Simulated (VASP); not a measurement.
The system is N2, in a box.

```
CELL_PARAMETERS angstrom
11.44147 0.00000 0.00000
0.00000 11.94147 0.00000
0.00000 0.00000 12.44147
ATOMIC_POSITIONS crystal
N 0.52146 0.51592 0.46216
N 0.47780 0.49205 0.53914
```

Base run:

```yaml
Program: VASP 6.6.1
Functional: RPBE
Dispersion: D3(BJ)
Potentials_or_basis: VASP PAW PBE potentials, release 64 (N)
Cutoff: 400 eV
k_mesh: 1 × 1 × 1
Occupations: gaussian, width 0.01 eV
Spin: no spin polarisation
```

Its results: gap between the frontier levels 8.05 eV; largest force 0.655 eV/Å.

The run is repeated on the same cell with these changes: functional from RPBE to HSE06; further incar settings from ALGO = Normal; EDIFF = 1e-06; NBANDS = 12; ISYM = 0 to ALGO = Damped; EDIFF = 1e-06; NBANDS = 12; ISYM = 0. What comes out?

Gap between the frontier levels 10.47 eV; largest force 1.643 eV/Å.

Caveats: the standard files for N, O and F lose accuracy on very short bonds; the PAW data sets were made with another functional, which shifts forces and pressure a little.

